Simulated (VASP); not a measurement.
BaMgAsF:

```
Ba As Mg F
1.0
     4.38550    0.00000    0.00000
     0.00000    4.38550    0.00000
     0.00000    0.00000    9.59180
Ba As Mg F
2 2 2 2
Direct
  0.50000 0.00000 0.15470
  0.00000 0.50000 0.84530
  0.50000 0.00000 0.66100
  0.00000 0.50000 0.33900
  0.50000 0.50000 0.50000
  0.00000 0.00000 0.50000
  0.50000 0.50000 0.00000
  0.00000 0.00000 0.00000
```

The cell comes from a database or a generator and needn't be the stable form of this composition.

```yaml
Program: VASP 6.6.1
Task: relaxation of cell and atoms
Functional: PBE
Potentials_or_basis: VASP PAW PBE potentials, release 64 (Ba_sv, As, Mg, F)
Cutoff: 600 eV
k_mesh: 6 × 6 × 4
Occupations: gaussian, width 0.03 eV
Spin: no spin polarisation
```

At the start: pressure 1.9 GPa; volume 23.06 Å³/atom.

How do energy, volume and symmetry change on relaxing?

Over 5 steps the energy falls by 4.7 meV/atom and the volume is 23.87 Å³/atom (+3.5 %); space group P4/nmm (No. 129, to 0.05 Å).

Step by step:
| step | energy change (eV) | largest force (eV/Å) | pressure (GPa) | volume (Å³) |
| --- | --- | --- | --- | --- |
| 1 | 0.0000 | 0.2298 | 1.86 | 184.48 |
| 2 | -0.0351 | 0.1011 | -0.31 | 191.70 |
| 3 | -0.0365 | 0.0704 | 0.01 | 190.52 |
| 4 | -0.0371 | 0.0543 | 0.00 | 190.62 |
| 5 | -0.0380 | 0.0081 | 0.00 | 190.94 |

Final structure:
```xyz
8
Lattice="4.4294 0.0000 0.0000 0.0000 4.4294 0.0000 0.0000 0.0000 9.7323" Properties=species:S:1:pos:R:3 pbc="T T T"
Ba    2.2147    4.4294    1.5170
Ba    4.4294    2.2147    8.2154
As    2.2147    0.0000    6.4240
As    0.0000    2.2147    3.3083
Mg    2.2147    2.2147    4.8662
Mg    0.0000    0.0000    4.8662
F     2.2147    2.2147    9.7323
F     0.0000    0.0000    0.0000
```
